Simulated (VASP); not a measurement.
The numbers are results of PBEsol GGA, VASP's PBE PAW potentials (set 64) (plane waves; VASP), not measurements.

Input for VASP

**INCAR**
```
! general
SYSTEM  = Al4PSb3
PREC    = Accurate
ENCUT   = 400
LREAL   = .False.   ! projection in real space or not
LASPH   = .True.   ! aspherical one-centre terms

! electronic loop
EDIFF   = 1E-7
NELM    = 100
ALGO    = Normal
LMAXMIX = 4   ! l cut-off of mixed one-centre charges

! smearing
ISMEAR  = -5

! functional
GGA     = PS   ! PBEsol

! ions
ISIF    = 2   ! forces and stress, cell fixed

! output
LWAVE   = .False.
LCHARG  = .True.
LORBIT  = 11   ! lm-projected
NEDOS   = 601   ! DOS grid

! other
LEFG    = .True.
```

### KPOINTS
```
Automatic mesh
0
Gamma
4 4 7
0 0 0
```

### POSCAR
```
Al4PSb3
1
   -0.0043751481     5.9951362812     5.9898459419
    5.9951362812    -0.0043751481     5.9898459419
    2.9953805665     2.9953805665     0.0000000000
Al Sb P
4 3 1
Direct
  0.9992263366   0.9992263366   0.0015473268
  0.9760294485   0.5095857020   0.0143848495
  0.5095857020   0.9760294485   0.0143848495
  0.5144880607   0.5144880607   0.9710238786
  0.1267210648   0.1267210648   0.2465578703
  0.1269231753   0.6224122030   0.2506646217
  0.6224122030   0.1269231753   0.2506646217
  0.6246140092   0.6246140092   0.2507719818
```

POTCAR, in this order: Al Sb P (PBE.64 set). Program: vasp_std.

Output of the run:

**OSZICAR**
```
       N       E                     dE             d eps       ncg     rms          rms(c)
DAV:   1     0.975443616355E+02    0.97544E+02   -0.91927E+03  1554   0.945E+02
DAV:   2    -0.293035905751E+02   -0.12685E+03   -0.12059E+03  2043   0.161E+02
DAV:   3    -0.377363737034E+02   -0.84328E+01   -0.83199E+01  1971   0.438E+01
DAV:   4    -0.379046313046E+02   -0.16826E+00   -0.16782E+00  1913   0.724E+00
DAV:   5    -0.379090739317E+02   -0.44426E-02   -0.44417E-02  1942   0.123E+00    0.716E+00
DAV:   6    -0.372973190656E+02    0.61175E+00   -0.89423E-01  1849   0.376E+00    0.445E+00
DAV:   7    -0.371453750163E+02    0.15194E+00   -0.56282E-01  1874   0.308E+00    0.137E+00
DAV:   8    -0.371379581015E+02    0.74169E-02   -0.47054E-02  1921   0.118E+00    0.342E-01
DAV:   9    -0.371392727684E+02   -0.13147E-02   -0.10674E-02  1824   0.538E-01    0.185E-01
DAV:  10    -0.371392798552E+02   -0.70868E-05   -0.76350E-04  1910   0.149E-01    0.955E-02
DAV:  11    -0.371394037189E+02   -0.12386E-03   -0.35328E-04  1799   0.918E-02    0.503E-02
DAV:  12    -0.371393887226E+02    0.14996E-04   -0.38914E-05  1902   0.349E-02    0.190E-02
DAV:  13    -0.371393980230E+02   -0.93004E-05   -0.58702E-05  2174   0.361E-02    0.197E-02
DAV:  14    -0.371393958083E+02    0.22147E-05   -0.10970E-05  1929   0.167E-02    0.773E-03
DAV:  15    -0.371393961813E+02   -0.37296E-06   -0.33343E-06  1859   0.786E-03    0.994E-04
DAV:  16    -0.371393962068E+02   -0.25585E-07   -0.65405E-08  1072   0.160E-03
   1 F= -.37139396E+02 E0= -.37139396E+02  d E =0.000000E+00
```

### OUTCAR
```
------------------------ aborting loop because EDIFF is reached ----------------------------------------
  FORCE on cell =-STRESS in cart. coord.  units (eV):
  Direction    XX          YY          ZZ          XY          YZ          ZX
  --------------------------------------------------------------------------------------
  Total       -0.0544638     -0.0544638      0.0118940      0.0336782      0.0000000      0.0000000
  in kB       -0.4053265     -0.4053265      0.0885167      0.2506376      0.0000000      0.0000000
  external PRESSURE =      -0.2407121 kB  Pullay stress =       0.0000000 kB
  volume of cell :      215.28
      direct lattice vectors                 reciprocal lattice vectors
    -0.004375148  5.995136281  5.989845942    -0.083340120  0.083340120  0.083474601
     5.995136281 -0.004375148  5.989845942     0.083340120 -0.083340120  0.083474601
     2.995380567  2.995380567  0.000000000     0.166923698  0.166923698 -0.166949202
 POSITION                                       TOTAL-FORCE (eV/Angst)
 -----------------------------------------------------------------------------------
      5.99076      5.99076     11.97042        -0.000000     -0.000000     -0.005537
      3.09385      5.89229      8.89861         0.006453     -0.006453     -0.013147
      5.89229      3.09385      8.89861        -0.006453      0.006453     -0.013147
      5.99076      5.99076      6.16341        -0.000000     -0.000000     -0.006289
      1.49769      1.49769      1.51808         0.000000      0.000000      0.017083
      4.48173      1.50903      4.48840         0.003733     -0.003733      0.010764
      1.50903      4.48173      4.48840        -0.003733      0.003733      0.010764
      4.49307      4.49307      7.48268        -0.000000     -0.000000     -0.000493
 -----------------------------------------------------------------------------------
    total drift:                               -0.000001     -0.000001     -0.000064
  FREE ENERGIE OF THE ION-ELECTRON SYSTEM (eV)
  ---------------------------------------------------
  free  energy   TOTEN  =       -37.1393962068 eV

  energy  without entropy=      -37.1393962068  energy(sigma->0) =      -37.13939621

 total charge

# of ion       s       p       d       tot
------------------------------------------
    1        0.417   0.382   0.000   0.799
    2        0.408   0.357   0.000   0.766
    3        0.408   0.357   0.000   0.766
    4        0.401   0.329   0.000   0.730
    5        1.112   1.447   0.025   2.583
    6        1.112   1.436   0.024   2.572
    7        1.112   1.436   0.024   2.572
    8        1.016   1.489   0.000   2.505
--------------------------------------------------
tot          5.987   7.234   0.072  13.293

 Electric field gradients after diagonalization (V/A^2)
 (convention: |V_zz| > |V_xx| > |V_yy|)
----------------------------------------------------------------------
 ion       V_xx      V_yy      V_zz     asymmetry (V_yy - V_xx)/ V_zz
----------------------------------------------------------------------
   1       0.625     0.119    -0.744       0.679
   2      -1.677    -0.425     2.102       0.596
   3      -1.677    -0.425     2.102       0.596
   4       1.478     0.028    -1.505       0.963
   5     -27.357   -21.637    48.994       0.117
   6     -49.012   -13.469    62.481       0.569
   7     -49.012   -13.469    62.481       0.569
   8      -8.189    -6.760    14.948       0.096
```
(Selected blocks of OUTCAR.)

### OUTCAR
```
 val. band max:        4.9033261257   @ k =   0.0000   0.0000   0.0000

 cond. band min:       5.2119307526   @ k =   0.0000   0.0000   0.0000


 Fermi energy:         4.9173910712

 k-point     1 :       0.0000    0.0000    0.0000
  band No.  band energies     occupation
      1      -6.4387      2.00000
      2      -5.1858      2.00000
      3      -4.5604      2.00000
      4      -4.0208      2.00000
      5      -0.9707      2.00000
      6      -0.9460      2.00000
      7      -0.6168      2.00000
      8       2.1068      2.00000
      9       2.3105      2.00000
     10       3.4302      2.00000
     11       3.4560      2.00000
     12       3.6985      2.00000
     13       4.1552      2.00000
     14       4.7680      2.00000
     15       4.8565      2.00000
     16       4.9033      2.00000
     17       5.2119      0.00000
     18       5.9254      0.00000
     19       6.1956      0.00000
     20       6.3838      0.00000
     21       6.9811      0.00000

 k-point     2 :       0.2500    0.0000    0.0000
  band No.  band energies     occupation
      1      -6.3316      2.00000
      2      -5.2895      2.00000
      3      -4.6681      2.00000
      4      -4.1489      2.00000
      5      -0.7747      2.00000
      6      -0.5922      2.00000
      7      -0.1340      2.00000
      8       1.9028      2.00000
      9       2.1814      2.00000
     10       2.6784      2.00000
     11       3.3871      2.00000
     12       3.4455      2.00000
     13       3.6136      2.00000
     14       4.0816      2.00000
     15       4.6818      2.00000
     16       4.7273      2.00000
     17       5.6050      0.00000
     18       6.3303      0.00000
     19       6.8954      0.00000
     20       6.9857      0.00000
     21       7.3403      0.00000

 k-point     3 :       0.5000    0.0000    0.0000
  band No.  band energies     occupation
      1      -6.1759      2.00000
      2      -5.4829      2.00000
      3      -4.7097      2.00000
...
```

Unless said otherwise, spin-orbit coupling is left out, though it shifts the bands of the heavy elements here.

The structure was generated: Al4PSb3 was put into an ordered model structure (Amm2), which need not be its known phase. It was relaxed first.
